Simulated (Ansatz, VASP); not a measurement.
# HgTe: VASP beside Ansatz, part 2 of 2

One calculation is typed for both programs; each brings its own data sets and cutoff. How far apart do they land? The cell is taken from a series of VASP runs on this material, whose earlier steps may have relaxed, scaled or displaced it; both programs get it as it stands.

VASP 6.6.1 and Ansatz 0.2.0.

So far: The structure; VASP: zone-centre phonons, r2SCAN.

## 3. Ansatz: zone-centre phonons, r2SCAN

Level of this step: Ansatz beside VASP: Kohn-Sham DFT, plane waves, r2SCAN (Ansatz).

Ansatz runs on its default PAW (the set named soft_2) files.

The same cell, functional, mesh and smearing now go to Ansatz, which takes its cutoff from its data sets.

File input.yaml:

```yaml
crystal:
  lattice:
    - [0.0, 3.2888860448, 3.2888860448]
    - [3.2888860448, 0.0, 3.2888860448]
    - [3.2888860448, 3.2888860448, 0.0]
  atoms:
    - { symbol: Hg, position: [0.0, 0.0, 0.0] }
    - { symbol: Te, position: [0.75, 0.75, 0.75] }
hamiltonian:
  xc: r2scan
  pseudopotentials: { kind: paw }
kpoints:
  mp_grid: { grid: [10, 10, 10] }
scf:
  occupations: { method: methfessel_paxton, width: 0.15 }
phonons:
  method: dfpt
  qpoints: [[0, 0, 0]]
```

The run is started by

```sh
ansatz run input.yaml --threads 4 --pin off --max-ram 9216MiB --backend cpu --events-out ev --progress --plain --runs-dir out
```

Numbers of over 12 decimals in the logs are rounded to 6 here.

What it wrote:

```text
Engine: ansatz 0.2.0, aarch64-unknown-linux-gnu
Pseudopotentials: kind: paw
Pseudopotential: Hg, paw, valence charge 20, recommended cutoff 500 eV (meta_gga), Hg.paw.azcp
Pseudopotential: Te, paw, valence charge 16, recommended cutoff 500 eV (meta_gga), Te.paw.azcp
Functional definition: r2SCAN
  parameter k0 = 0.174
  parameter k1 = 0.065
  parameter a1 = 4.9479
  exchange = r2scan_x(k0 = k0, k1 = k1, a1 = a1)
  correlation = r2scan_c
Crystal: 2 atoms, lattice volume = 71.150 Å³
Basis set: ecut = 500 eV, 1807 PW (Γ), exchange–correlation on 180×180×180 points (125 copies of the dense FFT grid, shifted against one another)
Bands: 22, of which v1, the nominal top of the filled ones, is band 18 counted from 1 (17 counted from 0)
Symmetry: 24 space group operations
k-points: 171 of 1000 (irreducible under 4 space group operations, time reversal used)
Non-local potential: Hg, projectors of the file, l = 0: 3, l = 1: 2, l = 2: 2, l = 3: 1
Non-local potential: Te, projectors of the file, l = 0: 2, l = 1: 2, l = 2: 2, l = 3: 2
PAW form: soft (Blöchl's): semilocal exchange-correlation on the pseudo side does not see the compensation charge
PAW frozen core: Hg, regenerated for the run's functional (the file was generated under x = pbe(κ = 0.804, μ = 0.219515), c = pbe(β = 0.066725))
PAW frozen core: Te, regenerated for the run's functional (the file was generated under x = pbe(κ = 0.804, μ = 0.219515), c = pbe(β = 0.066725))
PAW one-centre angular grid: Hg, 590 points (default); XC on 160 Gauss nodes
PAW one-centre angular grid: Te, 590 points (default); XC on 160 Gauss nodes
Initial density: superposition of atomic densities (neutral atoms: chi_scale 0, normalization atom), corrected by the library's trained network
Initial wavefunctions: pseudopotential atomic-orbital guess
Functional: x = r2scan, c = r2scan; τ floored in thin density (d = 2e-4 eV/Å³)
SCF iter   1: F=—  HF=-20823.044201 eV  |F-HF|=—  |Δ(HF+E_count)|=         —  Δρ=5.91e-3  dr2=2.11e-2  dr2_τ=1.54e-2  ethr=1.77e-3  ⟨swp⟩=5.9  Hψ=17580  notcnv=0
preconditioner: auto → none  [insulator: Δε(μ)=0.629 eV  Ē_g=10.981 eV  σ=0.150 eV  W_gap=0.57  n_scr=14 (ndim 8)  ℏωp=18.7 eV  f_vac=0.196  D(μ)=0.10/eV (n_scr^D=0)  ε∞_Penn≈3.9]
SCF iter   2: F=—  HF=-20823.043968 eV  |F-HF|=—  |Δ(HF+E_count)|=   2.33e-4  S|Δr|=    0.00e0  Δρ=2.86e-3  dr2=3.28e-3  dr2_τ=1.39e-3  ethr=5.85e-5  ⟨swp⟩=2.2  Hψ=6955  notcnv=0
SCF iter   3: F=—  HF=-20823.043593 eV  |F-HF|=—  |Δ(HF+E_count)|=   3.76e-4  S|Δr|=    0.00e0  Δρ=1.51e-3  dr2=4.53e-4  dr2_τ=8.02e-5  ethr=9.10e-6  ⟨swp⟩=2.0  Hψ=5131  notcnv=0
SCF iter   4: F=—  HF=-20823.043798 eV  |F-HF|=—  |Δ(HF+E_count)|=   2.06e-4  S|Δr|=    0.00e0  Δρ=1.58e-4  dr2=7.89e-6  dr2_τ=2.26e-6  ethr=1.26e-6  ⟨swp⟩=2.0  Hψ=5302  notcnv=0
SCF iter   5: F=—  HF=-20823.043796 eV  |F-HF|=—  |Δ(HF+E_count)|=   2.19e-6  S|Δr|=    0.00e0  Δρ=2.67e-5  dr2=3.06e-7  dr2_τ=2.14e-8  ethr=2.19e-8  ⟨swp⟩=2.0  Hψ=6545  notcnv=0
SCF iter   6: F=—  HF=-20823.043798 eV  |F-HF|=—  |Δ(HF+E_count)|=   2.09e-6  S|Δr|=    0.00e0  Δρ=9.64e-6  dr2=2.42e-8  dr2_τ=3.96e-9  ethr=8.51e-10  ⟨swp⟩=2.0  Hψ=5311  notcnv=0
SCF iter   7: F=—  HF=-20823.043798 eV  |F-HF|=—  |Δ(HF+E_count)|=   2.66e-8  S|Δr|=    0.00e0  Δρ=7.81e-7  dr2=2.82e-10  dr2_τ=4.64e-11  ethr=6.72e-11  ⟨swp⟩=2.0  Hψ=6650  notcnv=0
SCF iter   8: F=-20823.043798 eV  HF=-20823.043798 eV  |F-HF|=1.09e-11  |Δ(HF+E_count)|=  9.82e-11  S|Δr|=    0.00e0  Δρ=1.05e-7  dr2=3.81e-12  dr2_τ=7.99e-13  ethr=1.00e-12  ⟨swp⟩=5.2  Hψ=20041  notcnv=0
SCF 1 converged in 8 iterations: F = -20823.043798 eV  dr2 = 3.81e-12
  greatest PAW one-centre occupation: 1.001 electrons in one spin orbital (limit 2), on the Hg atom at site 0 (counted from 0), in its partial waves of l = 0
DFPT response loops at Γ: preconditioner auto → none (partly filled bands, converged f_vac=0.194); β = 0.50; Broyden in place of MSR1
SCF converged after 8 iterations
Stability not checked: this state was not tested for a lower state beside it, because cold or Methfessel-Paxton smearing, or corrected tetrahedra, fill the levels in a way that the test cannot read (fill_not_monotonic; see scf.lower_state_search)
Free energy (F): -20823.043798 eV
Harris-Foulkes:  -20823.043798 eV  (|F-HF|=1.09e-11)
Internal energy: -20823.044072 eV  (E = F + TS)
E sigma→0 (E₀):  -20823.043867 eV
Entropy (-TS):   0.000273 eV (0.137 meV/atom)
Fermi energy:    7.682997 eV
Step filling:    the computed levels leave a gap of 0.0000 eV = 0.0 smearing widths at the electron count; against every level under it full and every level over it empty, smearing changes F+E_penalty+E_count by +0.124 meV and its σ→0 estimate by +0.055 meV
--- Per-component energies (eV) ---
  E_band       = -829.296583
  E_kinetic    = 782.650299
  E_local      = -4920.287548  (includes V_loc(G=0)·N_el)
  E_nonlocal   = -235.957842
  E_hartree    = 2384.701508
  E_xc         = -322.420952
  E_vxc        = -400.455776  (∫ρ·V_xc dr)
  E_paw        = -14657.989905  (= ΣΔE_a)
  E_vpaw       = -851.666944  (= ΣTr[D̂ρ^β])
  E_aug_tail   = 0.000348  (compensation charges beyond the density's cutoff)
  E_vtau       = 27.017850  (kinetic-family band-sum trace: ∫τ·v_τ [+ j·A + Jᵃ·Aᵃ] dr)
  E_ewald      = -3853.875907
  E_core_change = 0.135928  (= ΣΔE_core)
  E_smearing   = 0.000273  (= −TS)
  E_closure    = 0.000000  (closes the sum)
  Σ components = -20823.043798   (vs F -20823.043798, Δ=0.00e0)
--- Band table (eV; the first three rows and the last of 171) ---
  k-point 0: bands = [... 14 lower, 0.8176, 7.1360, 7.6703, 7.6703, 7.6703, 12.3554, 12.3554, 12.3554]
  k-point 1: bands = [... 14 lower, 0.8164, 6.2261, 7.5653, 7.5653, 8.3186, 12.2206, 12.5030, 12.5030]
  k-point 2: bands = [... 14 lower, 0.8157, 5.0111, 7.3135, 7.3135, 8.7195, 12.4897, 12.8216, 12.8216]
  k-point 170: bands = [... 14 lower, 1.3307, 2.4031, 5.0461, 5.6101, 10.7687, 12.5877, 13.3049, 14.7093]
--- Phonons (Γ-DFPT): 2 representative perturbations + reference, on 171 of 1000 k-points (Σ response iterations 13) ---
  k mesh reduced under 4 symmetry operations, with k and −k counted as one. Each operation leaves every solved perturbation unchanged. A smaller set is not considered because the functional reads the kinetic-energy density
  ASR residual: 1.221e-4 → 0.000e0 eV/Å²; symmetrization residual: 4.337e-5 eV/Å²
  ASR residual per site (eV/Å²): 7.52e-5 1.22e-4
  Γ frequencies (cm⁻¹): 0.00 0.00 0.00 99.77 99.77 99.77
  non-analytic LO–TO correction: not included (Born effective charges unavailable; polar crystals: no LO–TO splitting at Γ)
--- Phonons (arbitrary-q DFPT): 1 explicit q-point ---
  q = [0, 0, 0] (of the zone-centre solve; hermiticity 3.04e-5, symmetrization 1.48e-12): -0.00 0.00 0.00 99.77 99.77 99.77
  sum rule: each row above includes the acoustic sum rule's correction from the zone centre's row sums; it moved no ω² by more than (0.51 cm⁻¹)²
```

Wall time 2.5 min (4 threads of Arm Neoverse N1, shared host); peak memory 2.2 GiB; 9.9 min of CPU time.

In the SCF lines HF is the Harris–Foulkes energy and dr2 the Hartree energy of the density residual, in eV; the loop may stop once dr2 is under the threshold and the program's other checks hold. Hψ counts applications of the Hamiltonian.

## 4. Comparison

Known differences besides the potentials themselves: VASP keeps PBE cores, Ansatz makes them for the functional; the data sets hold 36 valence electrons in Ansatz (default PAW (the set named soft_2) files) and 18 in VASP; the cutoff is 500 eV in Ansatz and 450 eV in VASP; VASP uses finite displacements, Ansatz perturbation theory. Total energies have different zeros and are not compared.

The two programs side by side:

| quantity | Ansatz | VASP | difference |
| --- | --- | --- | --- |
| optical mode 1 to 3 (cm⁻¹) | 99.8 | 100.6 | -0.81 % |

Modes are paired by rising frequency and degeneracy, not by their patterns, so a pair may still set unlike modes beside each other.

## 5. Outcome

| Quantity | Value |
| --- | --- |
| r.m.s. difference of the optical zone-centre modes, each program's sorted by frequency (zone-centre phonons, r2SCAN) | 0.82 cm⁻¹ |
| difference in optical mode 1 to 3 (zone-centre phonons, r2SCAN) | -0.8 % |

The r.m.s. difference of the optical zone-centre modes, each program's sorted by frequency is 0.82 cm⁻¹ (zone-centre phonons, r2SCAN). Among the rows given in per cent, the largest difference of the zone-centre phonons, r2SCAN pair is in optical mode 1 to 3, -0.8 %. How closely two codes agree says nothing of how well the functional describes the real material.

[Lines on the potential files, build, host, timing and source positions are cut from VASP's logs without a mark.]

[Logs are printed without paths, hosts, clocks, repeated set-up lines and the standing remarks that a program may print on its own settings, such as how far it seeks lower states.]

[Hosts, paths, dates, database ids (printed as entryN), source tags and the programs' standing remarks are cut or masked in the printed files.]
